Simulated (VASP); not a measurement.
# How PAW data sets and SCF solver change a VASP run on Zr (Zirconium), part 3 of 3

How sensitive are energy and pressure of Zr (Zirconium) to the PAW data sets and SCF solver? The series runs use PBEsol. The start is a cell from a database of measured crystal structures.

VASP 6.6.1, plane waves and PAW; the level of theory is named at each step.

Still holding for the runs below: The k-mesh is coarse for a metal.

So far. Step 9 (SCF solver: ALGO = All): Against the first of the series the energy stays within 0.01 meV an atom; the pressure moves by -0.03 GPa, after 18 cycles in 14 s. Step 11 (SCF solver: AMIX = 0.1, BMIX = 0.01): Against the first of the series the energy stays within 0.01 meV an atom; the pressure moves by -0.04 GPa, after 15 cycles in 13 s.

**12. SCF solver: AMIX = 0.8**

Level of this step: PBEsol; plane waves and PAW (Zr_sv) (VASP).

File INCAR:

```
SYSTEM = Zr
PREC = Accurate
ENCUT = 400
EDIFF = 1E-06
NELM = 100
ISMEAR = -1
SIGMA = 0.05
LREAL = .FALSE.
ALGO = Normal
GGA = PS
NBANDS = 18
LASPH = .TRUE.
LORBIT = 11
LWAVE = .FALSE.
LCHARG = .FALSE.
KPAR = 2
ISIF = 2
AMIX = 0.8
```

File POSCAR:

```
Zr
1.0
    3.2320000000      0.0000000000      0.0000000000
   -1.6160000000      2.7989941050      0.0000000000
    0.0000000000      0.0000000000      5.1470000000
Zr
2
Direct
    0.3333333333      0.6666666667      0.2500000000
    0.6666666667      0.3333333333      0.7500000000
```

File KPOINTS:

```
Automatic mesh
0
Gamma
8 8 5
0 0 0
```

Potentials, in the order of the species: Zr_sv (PBE family, release 64).

Run with:

```bash
> mpirun -np 2 vasp_std
```

The log of the run:

```text
[... set-up lines as in an earlier step ...]
 entering main loop
       N       E                     dE             d eps       ncg     rms          rms(c)
[... 5 cycles as in an earlier step ...]
DAV:   6    -0.181684200811E+02    0.82549E+00   -0.44974E+00  1160   0.160E+01    0.180E+00
DAV:   7    -0.181421614697E+02    0.26259E-01   -0.34099E-01  1224   0.544E+00    0.191E+00
DAV:   8    -0.181483663194E+02   -0.62048E-02   -0.13325E-02  1542   0.997E-01    0.443E-01
DAV:   9    -0.181502190559E+02   -0.18527E-02   -0.92134E-03  1672   0.528E-01    0.158E-01
DAV:  10    -0.181503272851E+02   -0.10823E-03   -0.27056E-04  1410   0.134E-01    0.905E-02
DAV:  11    -0.181504624825E+02   -0.13520E-03   -0.66322E-05  1354   0.852E-02    0.158E-02
DAV:  12    -0.181504861238E+02   -0.23641E-04   -0.12369E-05  1308   0.196E-02    0.903E-03
DAV:  13    -0.181504955555E+02   -0.94317E-05   -0.10984E-05  1546   0.181E-02    0.355E-03
DAV:  14    -0.181504964206E+02   -0.86518E-06   -0.13269E-07   612   0.375E-03
   1 F= -.18150496E+02 E0= -.18141793E+02  d E =-.174065E-01
```

It took 12 s on 2 MPI ranks of AMD EPYC 7R43, shared host; peak memory 0.23 GiB; 22 s of CPU time.

OUTCAR, selected parts (step 12):

```text
  Total       -1.0612507     -1.0612507     -0.7593637      0.0000000     -0.0000000      0.0000000
  in kB      -36.5175019    -36.5175019    -26.1296076      0.0000000     -0.0000000      0.0000000
  external PRESSURE =     -33.0548705 kB  Pullay stress =       0.0000000 kB

  FREE ENERGIE OF THE ION-ELECTRON SYSTEM (eV)
  ---------------------------------------------------
  free  energy   TOTEN  =       -18.1504964206 eV

  energy  without entropy=      -18.1330899536  energy(sigma->0) =      -18.14179319

[... 3 parts as in an earlier step ...]

[... 1 further part left out ...]
[key lines of the parts left out:]
E-fermi :   8.8924
```

Against the first of the series the energy stays within 0.01 meV an atom; the pressure moves by -0.03 GPa, after 14 cycles in 12 s.

**13. SCF solver: IMIX = 1, AMIX = 0.2**

Edit INCAR of step 12 so:

```diff
@@ -17,2 +17,3 @@
 ISIF = 2
-AMIX = 0.8
+IMIX = 1
+AMIX = 0.2
```

POSCAR is that of step 12.

KPOINTS is that of step 12.

Run with:

```bash
> mpirun -np 2 vasp_std
```

The log of the run:

```text
[... set-up lines as in an earlier step ...]
 entering main loop
       N       E                     dE             d eps       ncg     rms          rms(c)
[... 5 cycles as in an earlier step ...]
DAV:   6    -0.185754756110E+02    0.41843E+00   -0.26034E-01  1194   0.395E+00    0.104E+01
DAV:   7    -0.183622333033E+02    0.21324E+00   -0.16775E-01  1518   0.283E+00    0.728E+00
DAV:   8    -0.182554934065E+02    0.10674E+00   -0.73870E-02  1290   0.191E+00    0.511E+00
DAV:   9    -0.182020907888E+02    0.53403E-01   -0.40532E-02  1554   0.136E+00    0.363E+00
[...]
DAV:  31    -0.181504918791E+02   -0.16046E-05   -0.46448E-07   546   0.650E-03    0.157E-02
DAV:  32    -0.181504930623E+02   -0.11832E-05   -0.39944E-07   546   0.607E-03    0.127E-02
DAV:  33    -0.181504939478E+02   -0.88552E-06   -0.26680E-07   546   0.469E-03
   1 F= -.18150494E+02 E0= -.18141791E+02  d E =-.174049E-01
```

It took 26 s on 2 MPI ranks; peak memory 0.23 GiB; 51 s of CPU time.

From OUTCAR (step 13):

```text
  Total       -1.0646223     -1.0646223     -0.7640357      0.0000000      0.0000000      0.0000000
  in kB      -36.6335199    -36.6335199    -26.2903722      0.0000000      0.0000000      0.0000000
  external PRESSURE =     -33.1858040 kB  Pullay stress =       0.0000000 kB

 POSITION                                       TOTAL-FORCE (eV/Angst)
 -----------------------------------------------------------------------------------
     -0.00000      1.86600      1.28675         0.000000      0.000000      0.000000
      1.61600      0.93300      3.86025        -0.000000      0.000000      0.000000
 -----------------------------------------------------------------------------------
    total drift:                               -0.000000      0.000000     -0.000000

  FREE ENERGIE OF THE ION-ELECTRON SYSTEM (eV)
  ---------------------------------------------------
  free  energy   TOTEN  =       -18.1504939478 eV

  energy  without entropy=      -18.1330890104  energy(sigma->0) =      -18.14179148

[... 2 parts as in an earlier step ...]

[... 1 further part left out ...]
[key lines of the parts left out:]
E-fermi :   8.8927
```

Against the first of the series the energy stays within 0.01 meV an atom; the pressure moves by -0.04 GPa, after 33 cycles in 26 s.

**14. The SCF solver series as a table**

This step: convergence of PBEsol results with the solver; plane waves and PAW (VASP 6.6.1).

No new run; the numbers come from the runs before.

Differences are taken from the run with ALGO = Normal. Results of the series, by row:

| setting | status | energy less the reference (meV/atom) | pressure (GPa) | SCF cycles | wall time (s) |
| --- | --- | --- | --- | --- | --- |
| ALGO = Normal | converged | 0 | -3.28 | 11 | 8.4 |
| ALGO = Fast | converged | 8.90e-4 | -3.3 | 19 | 15.8 |
| ALGO = VeryFast | not_converged | - | - | - | 67 |
| ALGO = All | converged | 1.20e-4 | -3.306 | 18 | 14.4 |
| ALGO = Damped | not_converged | - | - | - | 50 |
| AMIX = 0.1, BMIX = 0.01 | converged | 3.25e-4 | -3.318 | 15 | 12.6 |
| AMIX = 0.8 | converged | 2.40e-4 | -3.305 | 14 | 11.8 |
| IMIX = 1, AMIX = 0.2 | converged | 0.001095 | -3.319 | 33 | 26 |

**15. What came out**

| Property | Result |
| --- | --- |
| spread of the pressure over the PAW data sets | 0.313 GPa |
| fewest SCF cycles | ALGO = Normal (11) |
| most SCF cycles among converged runs | IMIX = 1, AMIX = 0.2 (33) |
| spread of the pressure over the SCF solver | 0.0383 GPa |
| spread of the energy over the SCF solver | 0.00110 meV/atom |

What this shows: The choice of data set moves the pressure between -3.59 GPa (gw 64: Zr_sv_GW) and -3.28 GPa (minimal 64: Zr_sv); the cutoffs differ too (400 and 460 eV). All SCF solvers that converged agree within 0.05 meV an atom. No setting beats the 8.4 s of ALGO = Normal by a fifth or more; the slowest converged run is IMIX = 1, AMIX = 0.2, at 26 s. On a shared host such times are rough. Data sets differ in their zero of energy, so energies are not compared. ALGO = VeryFast and ALGO = Damped did not converge. Forces vanish by symmetry in this cell, so the series can't test them.

[Lines on the potential files, build, host, timing and source positions are cut from VASP's logs without a mark.]

[Logs are printed without paths, hosts, clocks, repeated set-up lines and the standing remarks that a program may print on its own settings, such as how far it seeks lower states.]

[Hosts, paths, dates, database ids (printed as entryN), source tags and the programs' standing remarks are cut or masked in the printed files.]

[A measured line is paired with the nearest computed mode of its activity, which favours agreement.]
